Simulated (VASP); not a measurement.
Method: PBE GGA, VASP's PBE PAW potentials (set 64) (plane waves; VASP).

VASP ran on this input.

POSCAR:
```
CrB2
3.7107550
 -0.3537643957   0.3537643957   0.8658531754
  0.3537643957  -0.3537643957   0.8658531754
  0.3537643957   0.3537643957  -0.8658531754
Cr B
1 2
Cartesian
  0.0032839949   0.0022545405   0.0026555717
 -0.0001241713   0.0122653654   0.5833296136
 -0.0031598236  -0.0145199059   1.1457211656
```

**KPOINTS**
```
Automatic
0
gamma
9 9 9
0 0 0
```

### INCAR
```
ALGO  =  Normal
EDIFF  =  1E-6
ENCUT  =  400
GGA  =  PE
ISIF  =  2
ISMEAR  =  -1
ISPIN  =  2
LASPH  =  .True.
LCHARG  =  .False.
LMAXMIX  =  4
LORBIT  =  11
LREAL  =  .False.
LWAVE  =  .False.
MAGMOM  =  3.0 2*0.0
NELM  =  100
PREC  =  Accurate
SIGMA  =  0.1
SYSTEM  =  CrB2
```

POTCAR, in this order: Cr_pv B (PBE.64 set). Program: vasp_std.

Output

OUTCAR:
```
 ion  position               nearest neighbor table
   1  0.005  0.006  0.008-   3 2.07   3 2.10   2 2.11   2 2.12   3 2.15   2 2.15   2 2.16   2 2.17
                             3 2.18   3 2.19
   2  0.354  0.337  0.017-   3 2.09   3 2.11   1 2.11   3 2.12   1 2.12   1 2.15   1 2.16   1 2.17
  LATTYP: Found a body centered tetragonal cell.
 ALAT       =     2.6254660000
 C/A-ratio  =     2.4475418840
 Subroutine PRICEL returns:
 Original cell was already a primitive cell.
 Subroutine GETGRP returns: Found  1 space group operations
The static configuration has the point symmetry C_1 .
The dynamic configuration has the point symmetry C_1 .
The overall configuration has the point symmetry C_1 .
 Subroutine INISYM returns: Found  1 space group operations
 Subroutine IBZKPT returns following result:
 Found    365 irreducible k-points:

 Following reciprocal coordinates:
            Coordinates               Weight
  0.000000  0.000000  0.000000      1.000000
  0.111111  0.000000  0.000000      2.000000
  0.000000  0.111111  0.000000      2.000000
  0.000000  0.111111 -0.111111      2.000000
  0.111111  0.000000 -0.111111      2.000000
  0.222222 -0.000000  0.000000      2.000000
 -0.000000  0.222222  0.000000      2.000000
 -0.000000  0.222222 -0.222222      2.000000
  0.222222 -0.000000 -0.222222      2.000000
  0.333333 -0.000000  0.000000      2.000000
 -0.000000  0.333333  0.000000      2.000000
 -0.000000  0.333333 -0.333333      2.000000
  0.333333 -0.000000 -0.333333      2.000000
  0.444444 -0.000000  0.000000      2.000000
 -0.000000  0.444444  0.000000      2.000000
 -0.000000  0.444444 -0.444444      2.000000
  0.444444 -0.000000 -0.444444      2.000000
  0.111111  0.111111  0.000000      2.000000
  0.000000  0.222222 -0.111111      2.000000
  0.111111  0.111111 -0.222222      2.000000
  0.222222  0.000000 -0.111111      2.000000
...
```

OSZICAR:
```
       N       E                     dE             d eps       ncg     rms          rms(c)
DAV:   1     0.102740842768E+03    0.10274E+03   -0.82408E+03 21958   0.105E+03
DAV:   2    -0.211021337373E+02   -0.12384E+03   -0.11979E+03 23454   0.308E+02
DAV:   3    -0.245665411909E+02   -0.34644E+01   -0.33618E+01 28541   0.540E+01
DAV:   4    -0.246078576283E+02   -0.41316E-01   -0.41253E-01 25985   0.563E+00
DAV:   5    -0.246087930949E+02   -0.93547E-03   -0.93543E-03 30089   0.659E-01    0.293E+01
DAV:   6    -0.267867081966E+02   -0.21779E+01   -0.50830E+01 26286   0.865E+01    0.204E+01
DAV:   7    -0.216552335539E+02    0.51315E+01   -0.28912E+01 26878   0.624E+01    0.613E+00
DAV:   8    -0.215016333100E+02    0.15360E+00   -0.91187E-01 23057   0.967E+00    0.249E+00
DAV:   9    -0.214935552298E+02    0.80781E-02   -0.44863E-02 31454   0.198E+00    0.106E+00
DAV:  10    -0.214905875011E+02    0.29677E-02   -0.12762E-02 24299   0.102E+00    0.323E-01
DAV:  11    -0.214904845222E+02    0.10298E-03   -0.21117E-03 27433   0.510E-01    0.128E-01
DAV:  12    -0.214904374785E+02    0.47044E-04   -0.23760E-04 25685   0.153E-01    0.434E-02
DAV:  13    -0.214904393222E+02   -0.18437E-05   -0.11844E-05 28509   0.337E-02    0.143E-02
DAV:  14    -0.214904385482E+02    0.77396E-06   -0.11662E-06 19179   0.118E-02
   1 F= -.21490439E+02 E0= -.21463028E+02  d E =-.548212E-01  mag=     0.0000
```

### OUTCAR
```
------------------------ aborting loop because EDIFF is reached ----------------------------------------
  FORCE on cell =-STRESS in cart. coord.  units (eV):
  Direction    XX          YY          ZZ          XY          YZ          ZX
  --------------------------------------------------------------------------------------
  Total        3.1891040      3.0908265      1.8170688     -0.0230075      1.9606867      0.2340516
  in kB      230.7065548    223.5969538    131.4506168     -1.6644084    141.8402357     16.9317884
  external PRESSURE =     195.2513751 kB  Pullay stress =       0.0000000 kB
  volume of cell :       22.15
      direct lattice vectors                 reciprocal lattice vectors
    -1.312733000  1.312733000  3.212969000     0.000000000  0.380884765  0.155619304
     1.312733000 -1.312733000  3.212969000     0.380884765  0.000000000  0.155619304
     1.312733000  1.312733000 -3.212969000     0.380884765  0.380884765  0.000000000
 POSITION                                       TOTAL-FORCE (eV/Angst)
 -----------------------------------------------------------------------------------
      0.01219      0.00837      0.00985        -0.302638     -0.234429     -0.216051
     -0.00046      0.04551      2.16459         0.153917      0.218669     -0.151119
      1.30101      1.25885      1.03852         0.148721      0.015760      0.367170
 -----------------------------------------------------------------------------------
    total drift:                                0.000281      0.000209      0.000191
  FREE ENERGIE OF THE ION-ELECTRON SYSTEM (eV)
  ---------------------------------------------------
  free  energy   TOTEN  =       -21.4904385482 eV

  energy  without entropy=      -21.4356173144  energy(sigma->0) =      -21.46302793

 total charge

# of ion       s       p       d       tot
------------------------------------------
    1        0.422   6.546   4.603  11.571
    2        0.690   1.109   0.000   1.798
    3        0.690   1.117   0.000   1.807
--------------------------------------------------
tot          1.802   8.772   4.603  15.177

 magnetization (x)

# of ion       s       p       d       tot
------------------------------------------
    1        0.000   0.000   0.000   0.000
    2       -0.000   0.000   0.000   0.000
    3       -0.000   0.000   0.000   0.000
--------------------------------------------------
tot          0.000   0.000   0.000   0.000
```
(Selected blocks of OUTCAR.)

OUTCAR:
```
 val. band max:       10.0636591608   @ k =  -0.4444   0.3333  -0.0000

 cond. band min:      10.0740006401   @ k =  -0.4444   0.4444   0.1111


 Fermi energy:        10.0653367611

 spin component 1

 k-point     1 :       0.0000    0.0000    0.0000
  band No.  band energies     occupation
      1     -32.2150      1.00000
      2     -31.9856      1.00000
      3     -31.9839      1.00000
      4      -3.5713      1.00000
      5       4.0890      1.00000
      6       8.1467      1.00000
      7       8.7208      1.00000
      8       8.7873      1.00000
      9      10.1364      0.32955
     10      11.8102      0.00000
     11      15.5441      0.00000
     12      16.6382      0.00000
     13      16.8721      0.00000
     14      16.9636      0.00000
     15      17.0263      0.00000

 k-point     2 :       0.1111    0.0000    0.0000
  band No.  band energies     occupation
      1     -32.2126      1.00000
      2     -32.0356      1.00000
      3     -31.9802      1.00000
      4      -3.2804      1.00000
      5       4.2150      1.00000
      6       7.9652      1.00000
      7       8.1962      1.00000
      8       8.9306      0.99999
      9      10.3704      0.04518
     10      11.3043      0.00000
     11      14.9190      0.00000
     12      15.6142      0.00000
     13      16.4642      0.00000
     14      17.5520      0.00000
     15      17.9202      0.00000

 k-point     3 :       0.0000    0.1111    0.0000
  band No.  band energies     occupation
      1     -32.2122      1.00000
      2     -32.0353      1.00000
      3     -31.9808      1.00000
      4      -3.2823      1.00000
      5       4.2057      1.00000
      6       7.9099      1.00000
      7       8.2303      1.00000
      8       8.9710      0.99998
      9      10.3660      0.04711
     10      11.3086      0.00000
     11      14.8972      0.00000
     12      15.7876      0.00000
     13      16.5577      0.00000
...
```

At this cut-off the stress carries a Pulay error, which pulls relaxed volumes low. The moments were started parallel, and other spin orders were not tried in this run.

The structure was generated: CrB2 was put into an ordered model structure, which need not be its known phase. The cell was not relaxed at this level, atoms are displaced from their ideal sites. The k-mesh is coarse (spacing up to 0.38 per Å, 2π included), so the numbers may not be converged in it.
